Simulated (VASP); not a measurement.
# NiSb (Breithauptite): structure and properties in VASP, part 2 of 13

Aim: relax NiSb (Breithauptite), then compute properties on the relaxed cell. The start is a cell from a database of measured crystal structures.

VASP 6.6.1, plane waves and PAW; the level of theory is named at each step.

Still holding for the runs below: The k-mesh is coarse for a metal. A U on the itinerant d states of such a compound is hard to justify; it moves the bands at the Fermi level.

So far. Step 2 (Magnetic start: ferromagnetic): The moments fall under 0.1 μB, and the mesh shows no gap.

### Step 3. Magnetic start: antiferromagnetic within the cell

This step: LDA, DFT+U (Ni d 4 eV), spin-polarised from an antiferromagnetic start; plane waves and PAW (Ni, Sb) (VASP 6.6.1).

Next, a pattern with opposite moments.

Contents of INCAR:

```
SYSTEM = NiSb
PREC = Accurate
ENCUT = 400
EDIFF = 1E-06
NELM = 100
ISMEAR = 0
SIGMA = 0.05
LREAL = .FALSE.
ALGO = Normal
GGA = CA
NBANDS = 23
ISPIN = 2
MAGMOM = 1 -1 0 0
LDAU = .TRUE.
LDAUTYPE = 2
LDAUL = 2 -1
LDAUU = 4 0
LDAUJ = 0 0
LDAUPRINT = 1
LASPH = .TRUE.
LMAXMIX = 4
LORBIT = 11
LWAVE = .FALSE.
LCHARG = .FALSE.
KPAR = 8
ISIF = 2
```

Contents of POSCAR:

```
NiSb
1.0
    3.9400000000      0.0000000000      0.0000000000
   -1.9700000000      3.4121400909      0.0000000000
    0.0000000000      0.0000000000      5.1400000000
Ni Sb
2 2
Direct
    0.0000000000      0.0000000000      0.0000000000
    0.0000000000      0.0000000000      0.5000000000
    0.3333333333      0.6666666667      0.2500000000
    0.6666666667      0.3333333333      0.7500000000
```

Contents of KPOINTS:

```
Automatic mesh
0
Gamma
7 7 5
0 0 0
```

PAW data sets: Ni and Sb (LDA family, release 64).

Launch:

```sh
$ mpirun -np 8 vasp_std
```

The program printed:

```text
[banner, memory and clock lines left out]
running    8 mpi-ranks, on    1 nodes
 distrk:  each k-point on    1 cores,    8 groups
 distr:  one band on    1 cores,    1 groups

 POSCAR found type information on POSCAR NiSb
 POSCAR found :  2 types and       4 ions
 [... a notice as in an earlier step ...]

 LDA part: xc-table for (Slater(with rela. corr.)+CA(PZ))
 , standard interpolation
 POSCAR, INCAR and KPOINTS ok, starting setup
 FFT: planning ... GRIDC
 FFT: planning ... GRID_SOFT
 FFT: planning ... GRID
 WAVECAR not read
 entering main loop
       N       E                     dE             d eps       ncg     rms          rms(c)
DAV:   1     0.155438151563E+03    0.15544E+03   -0.10455E+04  2208   0.111E+03
DAV:   2    -0.110731654033E+02   -0.16651E+03   -0.15919E+03  2348   0.254E+02
DAV:   3    -0.195068581103E+02   -0.84337E+01   -0.83139E+01  2670   0.748E+01
DAV:   4    -0.196589460264E+02   -0.15209E+00   -0.15200E+00  2462   0.977E+00
DAV:   5    -0.196637590359E+02   -0.48130E-02   -0.48128E-02  2860   0.175E+00    0.108E+01
DAV:   6    -0.201800678617E+02   -0.51631E+00   -0.76095E+00  2460   0.466E+01    0.787E+00
DAV:   7    -0.194116483349E+02    0.76842E+00   -0.31748E+00  2600   0.361E+01    0.401E+00
DAV:   8    -0.193639810481E+02    0.47667E-01   -0.53423E-01  3107   0.885E+00    0.124E+00
DAV:   9    -0.193683407883E+02   -0.43597E-02   -0.79190E-02  2614   0.393E+00    0.472E-01
DAV:  10    -0.193689665001E+02   -0.62571E-03   -0.55158E-03  3238   0.101E+00    0.218E-01
DAV:  11    -0.193693420951E+02   -0.37560E-03   -0.19260E-03  3225   0.705E-01    0.996E-02
DAV:  12    -0.193694025987E+02   -0.60504E-04   -0.33952E-04  2728   0.271E-01    0.281E-02
DAV:  13    -0.193694266651E+02   -0.24066E-04   -0.82430E-05  2996   0.114E-01    0.287E-02
DAV:  14    -0.193694217147E+02    0.49504E-05   -0.23523E-05  2558   0.795E-02    0.120E-02
DAV:  15    -0.193694223879E+02   -0.67320E-06   -0.26495E-06  2015   0.218E-02
   1 F= -.19369422E+02 E0= -.19368549E+02  d E =-.174587E-02  mag=     0.0000
```

Wall time 6.8 s (8 MPI ranks of AMD EPYC 9R45, shared host); peak memory 1.4 GiB.

OUTCAR, selected parts (step 3):

```text
 Found     24 irreducible k-points:

   k-points           NKPTS =     24   k-points in BZ     NKDIM =     24   number of bands    NBANDS=     23

   NELECT =      30.0000    total number of electrons

atom =   1  type =  1  l = 2

 onsite density matrix

spin component  1

  0.8693 -0.0000  0.0000  0.0495 -0.0000
 -0.0000  0.8648 -0.0000 -0.0000  0.0495
  0.0000 -0.0000  0.8884 -0.0000 -0.0000
  0.0495 -0.0000 -0.0000  0.8648 -0.0000
 -0.0000  0.0495 -0.0000 -0.0000  0.8693

spin component  2

  0.8693 -0.0000  0.0000  0.0495 -0.0000
 -0.0000  0.8647 -0.0000 -0.0000  0.0495
  0.0000 -0.0000  0.8883 -0.0000 -0.0000
  0.0495 -0.0000 -0.0000  0.8647 -0.0000
 -0.0000  0.0495 -0.0000 -0.0000  0.8693

 occupancies and eigenvectors

  o =  0.8174  v =  0.0000  0.0000  0.0000  0.0000  0.0000 -0.0000 -0.7231  0.0000  0.0000  0.6908      0.0000  0.0000  0.0000  0.0000  0.0000  0.0000  0.0000  0.0000  0.0000  0.0000
  o =  0.8174  v =  0.0000  0.0000  0.0000  0.0000  0.0000 -0.6908  0.0000 -0.0000  0.7231 -0.0000      0.0000  0.0000  0.0000  0.0000  0.0000  0.0000  0.0000  0.0000  0.0000  0.0000
  o =  0.8175  v = -0.0000 -0.7229  0.0000  0.0000  0.6910  0.0000  0.0000  0.0000  0.0000  0.0000      0.0000  0.0000  0.0000  0.0000  0.0000  0.0000  0.0000  0.0000  0.0000  0.0000
  o =  0.8175  v = -0.6910  0.0000 -0.0000  0.7229 -0.0000  0.0000  0.0000  0.0000  0.0000  0.0000      0.0000  0.0000  0.0000  0.0000  0.0000  0.0000  0.0000  0.0000  0.0000  0.0000
  o =  0.8883  v =  0.0000  0.0000  0.0000  0.0000  0.0000  0.0000 -0.0000 -1.0000  0.0000 -0.0000      0.0000  0.0000  0.0000  0.0000  0.0000  0.0000  0.0000  0.0000  0.0000  0.0000
  o =  0.8884  v =  0.0000 -0.0000 -1.0000  0.0000 -0.0000  0.0000  0.0000  0.0000  0.0000  0.0000      0.0000  0.0000  0.0000  0.0000  0.0000  0.0000  0.0000  0.0000  0.0000  0.0000
  o =  0.9166  v =  0.0000  0.0000  0.0000  0.0000  0.0000 -0.0000  0.6908 -0.0000 -0.0000  0.7231      0.0000  0.0000  0.0000  0.0000  0.0000  0.0000  0.0000  0.0000  0.0000  0.0000
  o =  0.9166  v =  0.0000  0.0000  0.0000  0.0000  0.0000  0.7231  0.0000 -0.0000  0.6908  0.0000      0.0000  0.0000  0.0000  0.0000  0.0000  0.0000  0.0000  0.0000  0.0000  0.0000
  o =  0.9166  v = -0.0000  0.6910 -0.0000 -0.0000  0.7229  0.0000  0.0000  0.0000  0.0000  0.0000      0.0000  0.0000  0.0000  0.0000  0.0000  0.0000  0.0000  0.0000  0.0000  0.0000
  o =  0.9166  v =  0.7229  0.0000 -0.0000  0.6910  0.0000  0.0000  0.0000  0.0000  0.0000  0.0000      0.0000  0.0000  0.0000  0.0000  0.0000  0.0000  0.0000  0.0000  0.0000  0.0000

atom =   2  type =  1  l = 2

 onsite density matrix

spin component  1

  0.8693 -0.0000  0.0000 -0.0495 -0.0000
 -0.0000  0.8647  0.0000 -0.0000 -0.0495
  0.0000  0.0000  0.8883  0.0000 -0.0000
 -0.0495 -0.0000  0.0000  0.8647  0.0000
 -0.0000 -0.0495 -0.0000  0.0000  0.8693

spin component  2

  0.8693 -0.0000  0.0000 -0.0495 -0.0000
 -0.0000  0.8648  0.0000 -0.0000 -0.0495
  0.0000  0.0000  0.8884  0.0000 -0.0000
 -0.0495 -0.0000  0.0000  0.8648  0.0000
 -0.0000 -0.0495 -0.0000  0.0000  0.8693

 occupancies and eigenvectors

  o =  0.8174  v = -0.0000  0.7231  0.0000 -0.0000  0.6908  0.0000  0.0000  0.0000  0.0000  0.0000      0.0000  0.0000  0.0000  0.0000  0.0000  0.0000  0.0000  0.0000  0.0000  0.0000
  o =  0.8174  v = -0.6908 -0.0000 -0.0000 -0.7231 -0.0000  0.0000  0.0000  0.0000  0.0000  0.0000      0.0000  0.0000  0.0000  0.0000  0.0000  0.0000  0.0000  0.0000  0.0000  0.0000
  o =  0.8175  v =  0.0000  0.0000  0.0000  0.0000  0.0000  0.0000  0.7229  0.0000 -0.0000  0.6910      0.0000  0.0000  0.0000  0.0000  0.0000  0.0000  0.0000  0.0000  0.0000  0.0000
  o =  0.8175  v =  0.0000  0.0000  0.0000  0.0000  0.0000  0.6910  0.0000 -0.0000  0.7229  0.0000      0.0000  0.0000  0.0000  0.0000  0.0000  0.0000  0.0000  0.0000  0.0000  0.0000
  o =  0.8883  v =  0.0000  0.0000 -1.0000 -0.0000 -0.0000  0.0000  0.0000  0.0000  0.0000  0.0000      0.0000  0.0000  0.0000  0.0000  0.0000  0.0000  0.0000  0.0000  0.0000  0.0000
  o =  0.8884  v =  0.0000  0.0000  0.0000  0.0000  0.0000  0.0000 -0.0000  1.0000  0.0000  0.0000      0.0000  0.0000  0.0000  0.0000  0.0000  0.0000  0.0000  0.0000  0.0000  0.0000
  o =  0.9166  v = -0.0000 -0.6908 -0.0000  0.0000  0.7231  0.0000  0.0000  0.0000  0.0000  0.0000      0.0000  0.0000  0.0000  0.0000  0.0000  0.0000  0.0000  0.0000  0.0000  0.0000
  o =  0.9166  v =  0.7231 -0.0000 -0.0000 -0.6908  0.0000  0.0000  0.0000  0.0000  0.0000  0.0000      0.0000  0.0000  0.0000  0.0000  0.0000  0.0000  0.0000  0.0000  0.0000  0.0000
  o =  0.9166  v =  0.0000  0.0000  0.0000  0.0000  0.0000  0.0000 -0.6910 -0.0000 -0.0000  0.7229      0.0000  0.0000  0.0000  0.0000  0.0000  0.0000  0.0000  0.0000  0.0000  0.0000
  o =  0.9166  v =  0.0000  0.0000  0.0000  0.0000  0.0000 -0.7229  0.0000 -0.0000  0.6910  0.0000      0.0000  0.0000  0.0000  0.0000  0.0000  0.0000  0.0000  0.0000  0.0000  0.0000

 E-fermi :   9.4729

 spin component 1
 k-point     1 :       0.0000    0.0000    0.0000
  band No.  band energies     occupation
    ...
      9       7.0146      1.00000
     10       7.0146      1.00000
     11       7.8007      1.00000
     12       7.8007      1.00000
     13       9.1363      1.00000
     14      10.3393      0.00000
     15      10.3393      0.00000
     16      11.9375      0.00000
     17      11.9375      0.00000
     18      12.8437      0.00000
    ...

 k-point     2 :       0.1429    0.0000    0.0000
  band No.  band energies     occupation
    ...
     10       7.0584      1.00000
     11       7.7718      1.00000
     12       7.8006      1.00000
     13       8.7339      1.00000
     14       9.0575      1.00000
     15       9.4769      0.45517
     16      11.1489      0.00000
     17      12.6460      0.00000
     18      13.0938      0.00000
     19      14.2849      0.00000
    ...

 k-point     3 :       0.2857    0.0000    0.0000
  band No.  band energies     occupation
    ...
     11       7.3774      1.00000
     12       7.7227      1.00000
     13       7.8003      1.00000
     14       8.2818      1.00000
     15       8.7339      1.00000
     16      10.0771      0.00000
     17      11.7186      0.00000
     18      13.2478      0.00000
     19      13.5590      0.00000
     20      15.6644      0.00000
    ...

 k-point     4 :       0.4286   -0.0000    0.0000
  band No.  band energies     occupation
    ...
     12       7.2963      1.00000
     13       7.6813      1.00000
     14       7.8004      1.00000
     15       7.9110      1.00000
     16       9.1483      1.00000
     17      10.6939      0.00000
     18      13.0451      0.00000
     19      13.4276      0.00000
     20      15.1861      0.00000
     21      15.2322      0.00000
    ...

  Total       -4.5060982     -4.5060982     -4.1742785     -0.0000000      0.0000000     -0.0000000
  in kB     -104.4780451   -104.4780451    -96.7844994     -0.0000000      0.0000000     -0.0000000
  external PRESSURE =    -101.9135299 kB  Pullay stress =       0.0000000 kB

 POSITION                                       TOTAL-FORCE (eV/Angst)
 -----------------------------------------------------------------------------------
      0.00000      0.00000      0.00000         0.000000      0.000000      0.000000
      0.00000      0.00000      2.57000         0.000000      0.000000      0.000000
     -0.00000      2.27476      1.28500         0.000000      0.000000     -0.000000
      1.97000      1.13738      3.85500        -0.000000     -0.000000     -0.000000
 -----------------------------------------------------------------------------------
    total drift:                               -0.000000      0.000000      0.000000

  FREE ENERGIE OF THE ION-ELECTRON SYSTEM (eV)
  ---------------------------------------------------
  free  energy   TOTEN  =       -19.3694223879 eV

  energy  without entropy=      -19.3676765181  energy(sigma->0) =      -19.36854945

 magnetization (x)
# of ion       s       p       d       tot
------------------------------------------
    1       -0.000  -0.000   0.000   0.000
    2        0.000   0.000  -0.000  -0.000
    3        0.000   0.000   0.000   0.000
    4        0.000   0.000   0.000   0.000
--------------------------------------------------
tot          0.000   0.000   0.000   0.000

[... 9 parts as in an earlier step ...]

[... 4 further parts left out ...]
```

Numbers from this step:

```yaml
scf_cycles: 15
bands: 23
pressure: -10.19 GPa
```

The energy lies -0.0 meV an atom from the first pattern, and both runs end without moments, so a difference comes from cell, mesh or thresholds alone. The moments fall under 0.1 μB, and the mesh shows no gap.

(Part 2 of 13 ends here.)

[Lines on the potential files, build, host, timing and source positions are cut from VASP's logs without a mark.]

[Logs are printed without paths, hosts, clocks, repeated set-up lines and the standing remarks that a program may print on its own settings, such as how far it seeks lower states.]

[Hosts, paths, dates, database ids (printed as entryN), source tags and the programs' standing remarks are cut or masked in the printed files.]

[A measured line is paired with the nearest computed mode of its activity, which favours agreement.]

[In band tables of VASP the shares of atoms and orbitals are scaled to a sum of 1 inside the atoms' spheres.]
